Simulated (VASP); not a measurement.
Calculation: PBEsol GGA, VASP's PBE PAW potentials (set 64) (plane waves; VASP).

A VASP calculation is set up with these files.

### INCAR
```
SYSTEM = Na
PREC = Accurate; ENCUT = 480; LREAL = F
LASPH = T
EDIFF = 1E-7; NELM = 100; ALGO = Normal
ISMEAR = 1; SIGMA = 0.1
GGA = PS
ISIF = 2
LWAVE = F; LCHARG = F
```

### KPOINTS
```
Automatic mesh
0
Gamma
12 12 12
0 0 0
```

### POSCAR
```
Na
1
   -2.0990865402     2.0990865402     2.0680655568
    2.0990865402    -2.0990865402     2.0680655568
    2.0990865402     2.0990865402    -2.0680655568
Na
1
Direct
  0.0000000000   0.0000000000   0.0000000000
```

POTCAR, in this order: Na_pv (PBE.64 set). Program: vasp_std.

### Question
What does the run give for the energy per atom (σ→0), band gap (on the k-mesh)?

### Answer

```
Item                                                         Value
------------------------  ----------------------------------------
energy per atom (σ→0)                               -1.397 eV/atom
band gap (on the k-mesh)  none (metal, semimetal or under 0.01 eV)
```

File OSZICAR:
```
...
DAV:   4    -0.139892434383E+01   -0.28330E-02   -0.28330E-02  2800   0.195E+00
DAV:   5    -0.139896486906E+01   -0.40525E-04   -0.40525E-04  3010   0.200E-01    0.237E-01
DAV:   6    -0.139727887468E+01    0.16860E-02   -0.31646E-03  2499   0.110E+00    0.143E-01
DAV:   7    -0.139680702020E+01    0.47185E-03   -0.28491E-03  2415   0.930E-01    0.456E-02
DAV:   8    -0.139675343710E+01    0.53583E-04   -0.20577E-04  2436   0.347E-01    0.195E-03
DAV:   9    -0.139675370122E+01   -0.26412E-06   -0.90325E-07  2807   0.138E-02    0.108E-03
DAV:  10    -0.139675376503E+01   -0.63816E-07   -0.41568E-08  2051   0.183E-03
   1 F= -.13967538E+01 E0= -.13965759E+01  d E =-.533675E-03
```

The compound is Na in the bcc structure. This cell was strained or had an atom moved on purpose.
